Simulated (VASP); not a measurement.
Data:

```xyz
3
Lattice="1.8805 -3.2572 0.0000 1.8805 3.2572 0.0000 0.0000 0.0000 6.6595" Properties=species:S:1:pos:R:3 pbc="T T T"
Zr     0.0000     0.0000     0.0000
S      1.8805     1.0857     1.4755
S      1.8805    -1.0857     5.1841
```

The numbers are results of PW91 GGA, VASP's PBE PAW potentials (set 64) (plane waves; VASP), not measurements. Run with 520 eV cut-off, 7×7×4 Γ-centred mesh, Gaussian smearing of 0.050 eV, potentials Zr_sv S.

Without a dispersion term in the relaxation, distances and binding between the weakly bound layers, chains or molecules are unreliable, and so is what depends on them.

**Question.** The ions and cell shape at fixed volume are relaxed. Give the cell that the relaxation ends in.

**Answer.** 
```xyz
3
Lattice="1.8443 -3.1943 0.0000 1.8443 3.1943 0.0000 0.0000 0.0000 6.9241" Properties=species:S:1:pos:R:3 pbc="T T T"
Zr     1.8443     3.1943     6.9241
S      1.8443     1.0648     1.4467
S      1.8443    -1.0648     5.4774
```
Space group P-3m1 (164), at a tolerance of 0.03 Å.

**Question.** How much energy does the relaxation gain?

**Answer.** The energy (σ→0) changes by -21.8 meV/atom, in 8 ionic steps.

The compound is ZrS2 in the 1T layered structure. This cell is one point of a volume scan, at 1.06 of the reference volume. Symmetry was kept, so distortions that lower it aren't found.
